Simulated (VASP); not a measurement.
Here is the system:

```yaml
crystal:
  lattice:
    - [2.72747, 0.00000, 0.00000]
    - [0.00000, 2.79409, 0.00000]
    - [0.00000, 0.00000, 3.67695]
  atoms:
    - { symbol: Fe, position: [0.00000, 0.00000, 0.00000], spin: 3.0 }
    - { symbol: Pt, position: [0.52826, 0.50000, 0.50000] }
```

All values below come from PBE GGA + U (Dudarev), VASP's PBE PAW potentials (set 64) (plane waves; VASP). Numerical set-up: 400 eV cut-off, 12×12×9 Γ-centred mesh, first-order Methfessel-Paxton smearing of 0.10 eV, potentials Fe Pt, U − J: Fe 6.00 eV.

### Question
Which forces act on the atoms, in eV/Å?

### Answer

| atom | Fx | Fy | Fz |
|---|---|---|---|
| Fe1 | 0.385 | 0.000 | 0.000 |
| Pt2 | -0.385 | 0.000 | 0.000 |

### Question
Give the stress tensor in GPa (positive for a compressed cell).

### Answer

```
14.56   0.00   0.00
 0.00   6.04   0.00
 0.00   0.00   9.18
```
The pressure is its mean diagonal, 9.93 GPa.

The compound is FePt in the L1_0 structure. The cell was not relaxed at this level, atoms are displaced from their ideal sites. The run is one of a series of settings (LDAU = .TRUE., LDAUJ = 0 0, LDAUL = 2 -1, LDAUTYPE = 2, LDAUU = 6.0 0 against the base run), some of them coarse on purpose.
